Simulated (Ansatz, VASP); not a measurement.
**Two plane-wave programs on InBSe2**

```xyz
4
Lattice="3.7319 0.0000 0.0000 0.0000 3.7319 0.0000 0.0000 0.0000 5.2777" Properties=species:S:1:pos:R:3 pbc="T T T"
In    0.0000    0.0000    0.0000
B     1.8659    1.8659    2.6388
Se    0.0000    0.0000    2.6388
Se    1.8659    1.8659    0.0000
```

Alike in both runs: task relaxation of cell and atoms; functional PBE; k mesh 6 × 6 × 4; occupations gaussian, width 0.1 eV; no spin polarisation.

|  | VASP | Ansatz |
| --- | --- | --- |
| version | VASP 6.6.1 | Ansatz 0.2.0 |
| potentials or method | VASP PAW PBE potentials, release 64 (In_d, B, Se) | scalar-relativistic, plane waves, PAW |
| plane-wave cutoff (eV) | 600 | 420 |
| valence electrons in the cell | 28 | 48 |

Ansatz gave:

```
gap on the k mesh at the Fermi level, each at its own relaxed structure (eV) : none
relaxed volume (Å³/atom)                                                     : 20.45
relaxed cell length with the largest relative difference (Å)                 : 3.878
energy change over the relaxation (meV/atom)                                 : -52
```

Question: Estimate VASP's values.

Answer: gap on the k mesh at the Fermi level, each at its own relaxed structure (eV): none; relaxed volume (Å³/atom): 20.51; relaxed cell length with the largest relative difference (Å): 3.884; energy change over the relaxation (meV/atom): -53.

A gap of «none» marks a metal or a gap that the smearing closes. The two sets of potentials don't hold the same shells in valence.
